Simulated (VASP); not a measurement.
Si2Sb2Te, 5 atoms in the cell. It takes space group Imm2 (No. 44, orthorhombic). Conventional cell: a = 4.116 Å, b = 12.322 Å, c = 6.047 Å, α = 90.00°, β = 90.00°, γ = 90.00°. Si (site symmetry m) is surrounded by 1 Te at 2.56 Å and 3 Sb at 2.64 to 2.65 Å. Sb (site symmetry m) has 3 Si at 2.64 to 2.65 Å as nearest neighbours. Te (site symmetry mm2) is surrounded by 2 Si at 2.56 Å. The cell was built by a generator and needn't be a form met in nature.

```yaml
Program: VASP 6.6.1
Task: single point
Functional: r2SCAN
Potentials_or_basis: VASP PAW PBE potentials, release 64 (Si, Sb, Te)
Cutoff: 520 eV
k_mesh: 8 × 8 × 8
Occupations: gaussian, width 0.1 eV
Spin: no spin polarisation
Further_INCAR_settings: ALGO = Normal; EDIFF = 1e-06
```

Potentials or basis: VASP PAW PBE potentials, release 64 (Si, Sb, Te).

Command:

```console
$ cat potpaw_PBE.64/Si/POTCAR potpaw_PBE.64/Sb/POTCAR potpaw_PBE.64/Te/POTCAR > POTCAR
$ mpirun -np 4 vasp_std > vasp.out
```

Hardware: 4 MPI ranks on Intel(R) Xeon(R) Platinum 8259CL CPU @ 2.50GHz (Skylake/Cascade Lake) (shared host).

**Question.** Estimate the wall time of this run.

**Answer.** Run time: 9.4 min on 4 MPI ranks on Intel(R) Xeon(R) Platinum 8259CL CPU @ 2.50GHz (Skylake/Cascade Lake) (shared host), peak memory 0.63 GiB a rank. Counts: scf iterations 20, k points 95.
